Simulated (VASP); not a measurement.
Calculation: PBEsol GGA, VASP's PBE PAW potentials (set 64) (plane waves; VASP). For the alloy's cell: Settings: 400 eV cut-off, 4×8×4 Γ-centred mesh, tetrahedra with Blöchl corrections, potentials Zn S Cd.

| end member | E (eV/atom) | V (Å³/atom) | gap (eV) |
|---|---|---|---|
| CdS (wurtzite) | -3.4073 | 24.71 | 1.10 |
| ZnS (wurtzite) | -3.7909 | 19.22 | 2.17 |

An ordered cell with a fraction 0.75 of the second end member relaxes to

```xyz
8
Lattice="3.8948 -6.6915 0.0066 1.9238 3.3321 0.0000 0.0054 -0.0031 6.3415" Properties=species:S:1:pos:R:3 pbc="T T T"
Zn     1.9109    -1.1032     3.1791
Zn     1.9398     1.1015     0.0157
Zn     3.9243    -4.4871     3.1700
S      1.8416    -1.0632     5.5110
S      1.9415     1.1005     2.3516
S      4.0100    -4.5366     5.4770
S      3.8678    -2.2331     2.5360
Cd     3.8575    -2.2271     0.0318
```

Problem. Estimate the mixing energy, the deviation from a linear volume and the gap.

Solution. Its energy is -3.6784 eV/atom, so the mixing energy is 17 meV/atom. The volume of 20.49 Å³/atom lies -0.5 % from the linear mean. The gap is 1.69 eV against a linear mean of 1.90 eV, a bowing parameter of 1.1 eV for this ordering.
